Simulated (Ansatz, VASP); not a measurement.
## Fe (Fe wire along [100], 13 atoms a period) in two plane-wave programs

Wanted: the spread between two codes on one cell, functional and k mesh. Of the first pair: The structure shown is the start of the Ansatz relaxation below; VASP solves that cell, so the two are compared at the walk's first step.

Method: plane waves, with VASP 6.6.1 beside it; single point at PBE, in Ansatz 0.2.0.

## Step 1: The structure

The cell holds 13 atoms: 13 Fe. Cell: a = 12.460 Å, b = 12.460 Å, c = 2.830 Å, α = 90.0°, β = 90.0°, γ = 90.0°. Vacuum lies along a and b. The structure's axis is c.

## Step 2: Ansatz: relaxation, PBE

Ansatz runs on its PAW soft_1 files.

The two programs are compared at the cell with which this relaxation starts, whose forces are those of its first step.

Input file input.yaml:

```yaml
crystal:
  lattice:
    - [12.46, 0.0, 0.0]
    - [0.0, 12.46, 0.0]
    - [0.0, 0.0, 2.83]
  atoms:
    - { symbol: Fe, position: [0.272873194, 0.272873194, 0.0], spin: 2.4 }
    - { symbol: Fe, position: [0.272873194, 0.5, 0.0], spin: 2.4 }
    - { symbol: Fe, position: [0.272873194, 0.727126806, 0.0], spin: 2.4 }
    - { symbol: Fe, position: [0.5, 0.272873194, 0.0], spin: 2.4 }
    - { symbol: Fe, position: [0.5, 0.5, 0.0], spin: 2.4 }
    - { symbol: Fe, position: [0.5, 0.727126806, 0.0], spin: 2.4 }
    - { symbol: Fe, position: [0.727126806, 0.272873194, 0.0], spin: 2.4 }
    - { symbol: Fe, position: [0.727126806, 0.5, 0.0], spin: 2.4 }
    - { symbol: Fe, position: [0.727126806, 0.727126806, 0.0], spin: 2.4 }
    - { symbol: Fe, position: [0.386436597, 0.386436597, 0.5], spin: 2.4 }
    - { symbol: Fe, position: [0.386436597, 0.613563403, 0.5], spin: 2.4 }
    - { symbol: Fe, position: [0.613563403, 0.386436597, 0.5], spin: 2.4 }
    - { symbol: Fe, position: [0.613563403, 0.613563403, 0.5], spin: 2.4 }
magnetization:
  spin_polarized: true
kpoints:
  mp_grid: { grid: [1, 1, 29] }
scf:
  occupations: { method: fermi_dirac, width: 0.05 }
hamiltonian:
  xc: pbe
  pseudopotentials: { kind: paw, azcp: { folder: soft_1 } }
relax:
  cell: { fix: [a, b, alpha, beta, gamma] }
  max_steps: 45
  f_tol: 0.03
```

The run is started by

```console
> ansatz run input.yaml --threads 4 --pin off --max-ram 16384MiB --backend cpu --events-out ev --progress --plain --runs-dir out
```

Numbers of over 12 decimals in the logs are rounded to 6 here.

The log of the run:

```text
Engine: ansatz 0.2.0, x86_64-unknown-linux-gnu
Pseudopotentials: kind: paw
Pseudopotential: Fe, paw, valence charge 16, recommended cutoff 420 eV (normal), soft_1/Fe.paw.azcp
Functional definition: PBE
  parameter kappa = 0.804
  parameter beta = 0.066725
  exchange = pbe_x(kappa = kappa, mu = beta*pi^2/3)
  correlation = pbe_c(beta = beta)
Crystal: 13 atoms, lattice volume = 439.362 Å³
Basis set: ecut = 420 eV, 8569 PW (Γ), exchange–correlation on 180×180×40 points (8 copies of the dense FFT grid, shifted against one another)
Bands: 144, of which v1, the nominal top of the filled ones, is band 104 counted from 1 (103 counted from 0)
Symmetry: 16 space group operations
Space group: P4/mmm (ITA 123), of the structure as read, at distance tolerance 7.6e-5 Å
Magnetic group: BNS 123.339 (UNI 999), of the structure as read, at distance tolerance 7.6e-5 Å
k-points: 15 of 29
Non-local potential: Fe, projectors of the file, l = 0: 3, l = 1: 2, l = 2: 3, l = 3: 1
PAW form: soft (Blöchl's): semilocal exchange-correlation on the pseudo side does not see the compensation charge
PAW one-centre angular grid: Fe, 590 points (default); XC on 64 Gauss nodes
Initial density: superposition of atomic densities (neutral atoms: chi_scale 0, normalization atom)
Starting moments: Σ|m| = 31.2 μB on 13 of 13 sites
Initial wavefunctions: pseudopotential atomic-orbital guess
Functional: x = pbe(κ = 0.804, μ = 0.219515), c = pbe(β = 0.066725)
SCF iter   1: F=—  HF=-58227.271783 eV  |F-HF|=—  |Δ(HF+E_count)|=         —  Δρ=4.52e-2 (↑3.41e-2 ↓4.52e-2)  dr2=4.93e1  dr2_m=5.05e0  M=33.953 μB ∫|m|=34.219 μB  β_m=0.30  ethr=3.10e-3  ⟨swp⟩=7.5  Hψ=18215  notcnv=0  defer=194
Mixer restart at iter 1: flushing history
preconditioner: auto → LDOS  [metal: Δε(μ)=0.003 eV  Ē_g=5.363 eV  σ=0.050 eV  W_gap=0.02  n_scr=86 (ndim 8)  ℏωp=18.1 eV  f_vac=0.482  D(μ)=31.69/eV (n_scr^D=354)]
spin=Collinear: LDOS preconditioning applied to the charge; magnetization (m = ρ↑ − ρ↓) channel mixes plain (no charge-response kernel on spin).
SCF iter   2: F=—  HF=-58223.948042 eV  |F-HF|=—  |Δ(HF+E_count)|=    3.32e0  Δρ=3.55e-2 (↑3.55e-2 ↓3.13e-2)  dr2=1.27e1  dr2_m=3.87e0  M=35.174 μB ∫|m|=35.614 μB  β_m=0.43  ethr=3.10e-3  ⟨swp⟩=2.8  Hψ=7648  notcnv=0  defer=489
SCF iter   3: F=—  HF=-58230.929854 eV  |F-HF|=—  |Δ(HF+E_count)|=    6.98e0  Δρ=2.02e-2 (↑1.23e-2 ↓2.02e-2)  dr2=6.14e-1  dr2_m=9.16e-1  M=35.674 μB ∫|m|=36.456 μB  β_m=0.46  ethr=3.10e-3  ⟨swp⟩=3.0  Hψ=7615  notcnv=0  defer=471
SCF iter   4: F=—  HF=-58232.132894 eV  |F-HF|=—  |Δ(HF+E_count)|=    1.20e0  Δρ=1.05e-2 (↑1.05e-2 ↓8.84e-3)  dr2=1.67e-1  dr2_m=3.47e-1  M=36.090 μB ∫|m|=37.124 μB  β_m=0.72  ethr=2.95e-4  ⟨swp⟩=3.0  Hψ=7106  notcnv=0  defer=482
SCF iter   5: F=—  HF=-58232.811596 eV  |F-HF|=—  |Δ(HF+E_count)|=         —  Δρ=6.01e-3 (↑4.08e-3 ↓6.01e-3)  dr2=1.85e-1  dr2_m=7.27e-2  M=36.712 μB ∫|m|=38.033 μB  β_m=0.72  ethr=8.01e-5  ⟨swp⟩=3.1  Hψ=8091  notcnv=0  defer=469
SCF iter   6: F=—  HF=-58232.810296 eV  |F-HF|=—  |Δ(HF+E_count)|=   1.30e-3  Δρ=1.88e-3 (↑1.37e-3 ↓1.88e-3)  dr2=2.18e-2  dr2_m=3.54e-3  M=36.634 μB ∫|m|=38.055 μB  β_m=0.67  ethr=8.01e-5  ⟨swp⟩=2.1  Hψ=6679  notcnv=0  defer=468
SCF iter   7: F=—  HF=-58232.808545 eV  |F-HF|=—  |Δ(HF+E_count)|=   1.75e-3  Δρ=6.10e-4 (↑6.10e-4 ↓5.03e-4)  dr2=9.21e-4  dr2_m=1.04e-3  M=36.681 μB ∫|m|=38.092 μB  β_m=0.83  ethr=1.05e-5  ⟨swp⟩=2.3  Hψ=7080  notcnv=0  defer=468
SCF iter   8: F=—  HF=-58232.810783 eV  |F-HF|=—  |Δ(HF+E_count)|=   2.24e-3  Δρ=4.02e-4 (↑4.02e-4 ↓2.50e-4)  dr2=1.05e-3  dr2_m=2.00e-4  M=36.699 μB ∫|m|=38.110 μB  β_m=0.71  ethr=4.43e-7  ⟨swp⟩=3.1  Hψ=8895  notcnv=0  defer=468
SCF iter   9: F=—  HF=-58232.810439 eV  |F-HF|=—  |Δ(HF+E_count)|=   3.44e-4  Δρ=1.27e-4 (↑1.27e-4 ↓1.05e-4)  dr2=1.00e-4  dr2_m=2.70e-5  M=36.708 μB ∫|m|=38.122 μB  β_m=0.73  ethr=4.43e-7  ⟨swp⟩=2.0  Hψ=7285  notcnv=0  defer=468
[...]
SCF 4 converged in 9 iterations: F = -58233.451705 eV  dr2 = 8.46e-7
  greatest PAW one-centre occupation: 1.002 electrons in one spin orbital (limit 2), on the Fe atom at site 6 (counted from 0), in its partial waves of l = 1
relax step   4: F+E_penalty+E_count = -58233.45170490 eV  Δ(F+E_penalty+E_count) = -1.475e-2 eV  max|allowed force component| = 1.437e-2 eV/Å  Δτ_max = 0.0103 Å  P = -0.093 GPa  Ω = 427.655 Å³  energy of the carried Pulay correction = +5.169e-3 eV  fix = [a, b, alpha, beta, gamma]  reactions: a -0.160, b -0.160 GPa  (9 SCF iters, dr2 threshold 1.30e-6 eV, accepted)
Initial wavefunctions: pseudopotential atomic-orbital guess (no wavefunctions were taken with the density)
[...]
preconditioner: auto → LDOS  [metal: Δε(μ)=0.009 eV  Ē_g=5.314 eV  σ=0.050 eV  W_gap=0.05  n_scr=36 (ndim 8)  ℏωp=18.3 eV  f_vac=0.524  D(μ)=14.42/eV (n_scr^D=86)]
spin=Collinear: LDOS preconditioning applied to the charge; magnetization (m = ρ↑ − ρ↓) channel mixes plain (no charge-response kernel on spin).
SCF iter   2: F=—  HF=-58233.446216 eV  |F-HF|=—  |Δ(HF+E_count)|=   3.98e-4  Δρ=2.37e-5 (↑2.37e-5 ↓1.94e-5)  dr2=2.16e-5  dr2_m=1.47e-7  M=35.161 μB ∫|m|=36.396 μB  β_m=0.59  ethr=2.27e-8  ⟨swp⟩=2.1  Hψ=7273  notcnv=0
SCF iter   3: F=—  HF=-58233.446218 eV  |F-HF|=—  |Δ(HF+E_count)|=   2.30e-6  Δρ=1.22e-5 (↑1.22e-5 ↓9.39e-6)  dr2=1.38e-6  dr2_m=9.66e-8  M=35.161 μB ∫|m|=36.395 μB  β_m=0.58  ethr=1.04e-8  ⟨swp⟩=2.0  Hψ=4902  notcnv=0
SCF iter   4: F=—  HF=-58233.446219 eV  |F-HF|=—  |Δ(HF+E_count)|=   5.57e-7  Δρ=9.74e-6 (↑9.74e-6 ↓5.61e-6)  dr2=9.49e-7  dr2_m=1.23e-7  M=35.161 μB ∫|m|=36.395 μB  β_m=0.52  ethr=6.64e-10  ⟨swp⟩=2.2  Hψ=7472  notcnv=0
SCF iter   5: F=—  HF=-58233.446219 eV  |F-HF|=—  |Δ(HF+E_count)|=   2.81e-7  Δρ=3.44e-6 (↑3.44e-6 ↓2.46e-6)  dr2=1.12e-7  dr2_m=1.58e-8  M=35.160 μB ∫|m|=36.395 μB  β_m=0.57  ethr=4.56e-10  ⟨swp⟩=2.1  Hψ=6860  notcnv=0
SCF iter   6: F=—  HF=-58233.446219 eV  |F-HF|=—  |Δ(HF+E_count)|=   8.72e-8  Δρ=1.27e-6 (↑1.27e-6 ↓8.84e-7)  dr2=8.63e-9  dr2_m=1.65e-9  M=35.160 μB ∫|m|=36.395 μB  β_m=0.55  ethr=5.36e-11  ⟨swp⟩=2.7  Hψ=6110  notcnv=0
SCF iter   7: F=—  HF=-58233.446219 eV  |F-HF|=—  |Δ(HF+E_count)|=   7.32e-9  Δρ=6.57e-7 (↑6.57e-7 ↓4.12e-7)  dr2=7.99e-10  dr2_m=8.96e-10  M=35.160 μB ∫|m|=36.395 μB  β_m=0.78  ethr=4.15e-12  ⟨swp⟩=3.2  Hψ=7476  notcnv=0
SCF iter   8: F=—  HF=-58233.446219 eV  |F-HF|=—  |Δ(HF+E_count)|=   2.01e-9  Δρ=3.65e-7 (↑3.65e-7 ↓2.63e-7)  dr2=6.87e-10  dr2_m=2.24e-10  M=35.160 μB ∫|m|=36.395 μB  β_m=0.80  ethr=1.00e-12  ⟨swp⟩=2.5  Hψ=7423  notcnv=0
SCF iter   9: F=—  HF=-58233.446219 eV  |F-HF|=—  |Δ(HF+E_count)|=  1.16e-10  Δρ=1.82e-7 (↑1.82e-7 ↓6.49e-8)  dr2=1.48e-10  dr2_m=3.75e-11  M=35.160 μB ∫|m|=36.395 μB  β_m=0.76  ethr=1.00e-12  ⟨swp⟩=2.0  Hψ=6326  notcnv=0
SCF iter  10: F=—  HF=-58233.446219 eV  |F-HF|=—  |Δ(HF+E_count)|=  4.37e-11  Δρ=5.05e-8 (↑5.05e-8 ↓2.56e-8)  dr2=2.17e-11  dr2_m=2.42e-12  M=35.160 μB ∫|m|=36.395 μB  β_m=0.78  ethr=1.00e-12  ⟨swp⟩=1.0  Hψ=4342  notcnv=0
SCF iter  11: F=-58233.446219 eV  HF=-58233.446219 eV  |F-HF|=2.91e-11  |Δ(HF+E_count)|=  2.91e-11  Δρ=3.40e-8 (↑2.42e-8 ↓3.40e-8)  dr2=1.23e-11  dr2_m=1.03e-12  M=35.160 μB ∫|m|=36.395 μB  ethr=1.00e-12  ⟨swp⟩=3.0  Hψ=13329  notcnv=0
SCF 5 converged in 11 iterations: F = -58233.446219 eV  dr2 = 1.23e-11
relax step   5: F+E_penalty+E_count = -58233.44621891 eV  Δ(F+E_penalty+E_count) = +5.486e-3 eV  max|allowed force component| = 1.410e-2 eV/Å  Δτ_max = 0.0000 Å  P = -0.086 GPa  Ω = 427.655 Å³  fix = [a, b, alpha, beta, gamma]  reactions: a -0.153, b -0.153 GPa  stress off target by 4.84e-2 GPa on what of the cell is left free  SCF on the basis re-selected at this cell (its energy is not comparable with the rows above)  (11 SCF iters)
basis re-selected at this cell: Δ(F+E_penalty+E_count) = +5.486e-3 eV, ΔP = +0.007 GPa vs the last step (what re-selecting the basis moved, of the pressure what is left beyond the Pulay correction that the steps carried, after the strain that the cell walked since its last selection, with what the two solves' SCF thresholds leave and, on support functions, any second-order correction that the steps lacked; it is no m [...]
SCF converged after 11 iterations
Magnetization: 35.1604 μB (121.5802 up, 86.4198 down)
Absolute magnetization: 36.3987 μB (∫|ρ↑−ρ↓|, with the PAW one-centre terms)
Spin contamination: 0.5308 ħ² per cell (⟨S²⟩ above its minimum at these occupations)
Per-site moments (μB) at R_I (Å): [(2.823327, 0.946888), (2.951749, 1.018880), (2.823327, 0.946888), (2.951749, 1.018880), (2.084446, 0.984823), (2.951749, 1.018880), (2.823327, 0.946888), (2.951749, 1.018880), (2.823327, 0.946888), (2.142623, 0.946888), (2.142623, 0.946888), (2.142623, 0.946888), (2.142623, 0.946888)]
Free energy (F): -58233.446219 eV
Harris-Foulkes:  -58233.446219 eV  (|F-HF|=2.91e-11)
Internal energy: -58233.325880 eV  (E = F + TS)
E sigma→0 (E₀):  -58233.386050 eV
Entropy (-TS):   -0.120338 eV (-9.257 meV/atom)
Fermi energy:    4.177094 eV
--- Per-component energies (eV) ---
  E_band       = -5753.712108
  E_kinetic    = 4278.138334
  E_local      = -131093.635251  (includes V_loc(G=0)·N_el)
  E_nonlocal   = 3811.547357
  E_hartree    = 61675.544551
  E_xc         = -1416.831082
  E_vxc        = -1818.043837  (∫ρ·V_xc dr)
  E_paw        = -17997.876252  (= ΣΔE_a)
  E_vpaw       = -4282.795163  (= ΣTr[D̂ρ^β])
  E_aug_tail   = -0.013121  (compensation charges beyond the density's cutoff)
  E_ewald      = 22509.799584
  E_smearing   = -0.120338  (= −TS)
  E_closure    = 0.000000  (closes the sum)
  Σ components = -58233.446219   (vs F -58233.446219, Δ=0.00e0)
--- Forces (eV/Å), atoms counted from 1 ---
  atom   1  Fe     0.01087197     0.01087197    -0.00000000
  atom   2  Fe    -0.00799279    -0.00000000     0.00000000
  atom   3  Fe     0.01087197    -0.01087197    -0.00000000
  atom   4  Fe    -0.00000000    -0.00799279     0.00000000
  atom   5  Fe     0.00000000     0.00000000     0.00000000
  atom   6  Fe     0.00000000     0.00799279     0.00000000
  atom   7  Fe    -0.01087197     0.01087197     0.00000000
  atom   8  Fe     0.00799279     0.00000000    -0.00000000
  atom   9  Fe    -0.01087197    -0.01087197     0.00000000
  atom  10  Fe     0.01409834     0.01409834    -0.00000000
  atom  11  Fe     0.01409834    -0.01409834    -0.00000000
  atom  12  Fe    -0.01409834     0.01409834     0.00000000
  atom  13  Fe    -0.01409834    -0.01409834     0.00000000
  max |Σ_I F_I| component: 5.20e-18 eV/Å
--- Stress (GPa, compression-positive) ---
       -0.152893      -0.000000      -0.000000
       -0.000000      -0.152893       0.000000
       -0.000000       0.000000       0.048353
  P = ⅓ Tr σ = -0.0858 GPa (-0.858 kbar)
--- Relaxed structure (4 steps of the walk, 4 accepted, 1 SCFs on fresh bases) ---
  F+E_penalty+E_count = -58233.44621891 eV   max|allowed force component| = 1.410e-2 eV/Å   (the final SCF, on the basis selected at the relaxed cell)
  cell:  # Å, volume = 427.6549 Å³
    - [12.46, 0, 0]
    - [0, 12.46, 0]
    - [0, 0, 2.754593]
  atoms:
    - { symbol: Fe, position: [0.285115, 0.285115, 0] }
    - { symbol: Fe, position: [0.267548, 0.500000, 0] }
    - { symbol: Fe, position: [0.285115, 0.714885, 0] }
    - { symbol: Fe, position: [0.500000, 0.267548, 0] }
    - { symbol: Fe, position: [0.500000, 0.500000, 0] }
    - { symbol: Fe, position: [0.500000, 0.732452, 0] }
    - { symbol: Fe, position: [0.714885, 0.285115, 0] }
    - { symbol: Fe, position: [0.732452, 0.500000, 0] }
    - { symbol: Fe, position: [0.714885, 0.714885, 0] }
    - { symbol: Fe, position: [0.389330, 0.389330, 0.500000] }
    - { symbol: Fe, position: [0.389330, 0.610670, 0.500000] }
    - { symbol: Fe, position: [0.610670, 0.389330, 0.500000] }
    - { symbol: Fe, position: [0.610670, 0.610670, 0.500000] }
```

[end of part 1 of 3]

[Lines on the potential files, build, host, timing and source positions are cut from VASP's logs without a mark.]

[Logs are printed without paths, hosts, clocks, repeated set-up lines and the standing remarks that a program may print on its own settings, such as how far it seeks lower states.]

[Hosts, paths, dates, database ids (printed as entryN), source tags and the programs' standing remarks are cut or masked in the printed files.]
